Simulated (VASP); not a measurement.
A convergence study with VASP on IrO₂ (rutile): one setting is varied, all else stays as given below, so the limit is that of these other settings. Each run relaxes cell and ions from the cell shown. The basis is that of the starting cell, so low cut-offs carry a Pulay error.

```
CELL_PARAMETERS angstrom
      4.50000     0.00000     0.00000
      0.00000     4.50000     0.00000
      0.00000     0.00000     3.15000
ATOMIC_POSITIONS crystal
  Ir 0.00000 0.00000 0.00000
  Ir 0.50000 0.50000 0.50000
  O  0.30800 0.30800 0.00000
  O  0.80800 0.19200 0.50000
  O  0.19200 0.80800 0.50000
  O  0.69200 0.69200 0.00000
```

Calculation: PBE GGA, VASP's PBE PAW potentials (set 64) (plane waves; VASP). The tightest run used: 800 eV cut-off, 6×6×8 Γ-centred mesh, first-order Methfessel-Paxton smearing of 0.10 eV, potentials Ir O.

Problem. The settings run are ENCUT = 250; ENCUT = 300; ENCUT = 350; ENCUT = 400; ENCUT = 450; ENCUT = 500; ENCUT = 550; ENCUT = 600; ENCUT = 650; ENCUT = 700; ENCUT = 750; ENCUT = 800. From which on does the relaxed volume stay within 0.05 Å³/atom of the tightest run?

Solution. From ENCUT = 500 on: it is off by 0.008 there and by no more than 0.05 in any finer run, while ENCUT = 450 is off by 0.071.
```tsv
setting	relaxed volume (Å³/atom)	E (eV/atom)	plane waves	difference judged (Å³/atom)
ENCUT = 250	9.080	-7.7578	600	1.876
ENCUT = 300	9.809	-7.2387	776	1.147
ENCUT = 350	10.352	-7.0727	968	0.604
ENCUT = 400	10.704	-7.0480	1178	0.252
ENCUT = 450	10.885	-7.0436	1403	0.071
ENCUT = 500	10.948	-7.0439	1644	0.008
ENCUT = 550	10.958	-7.0446	1896	0.002
ENCUT = 600	10.952	-7.0455	2156	0.003
ENCUT = 650	10.947	-7.0465	2425	0.009
ENCUT = 700	10.947	-7.0475	2713	0.009
ENCUT = 750	10.950	-7.0481	3000	0.006
ENCUT = 800	10.956	-7.0487	3308	0.000
```

Left out are rungs that failed or repeat a setting and relaxations that didn't move; long series are thinned to 24 rows.

The compound is IrO2 in the rutile structure.
